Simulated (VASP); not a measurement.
ScAl3:

```
Sc Al
1.0
     4.07306    0.00000    0.00000
     0.00000    4.07306    0.00000
     0.00000    0.00000    4.07306
Sc Al
1 3
Direct
  0.00000 0.00000 0.00000
  0.50000 0.00000 0.50000
  0.00000 0.50000 0.50000
  0.50000 0.50000 0.00000
```

The cell is a database's computed one.

Base run:

```yaml
Program: VASP 6.6.1
Functional: PBEsol
Potentials_or_basis: VASP PAW PBE potentials, release 64 (Sc_sv, Al)
Cutoff: 520 eV
k_mesh: 10 × 10 × 10
Occupations: gaussian, width 0.5 eV
Spin: no spin polarisation
```

Its results: band gap on the k mesh none (metal or under the smearing width); pressure 0.3 GPa.

Q: The run is repeated on the same cell with these changes: functional from PBEsol to r2SCAN; occupations from gaussian, width 0.5 eV to gaussian, width 0.1 eV. What comes out?

A: Band gap on the k mesh none (metal or under the smearing width); pressure 0.9 GPa.

Caveats: the PAW data sets were made with another functional, which shifts forces and pressure a little.
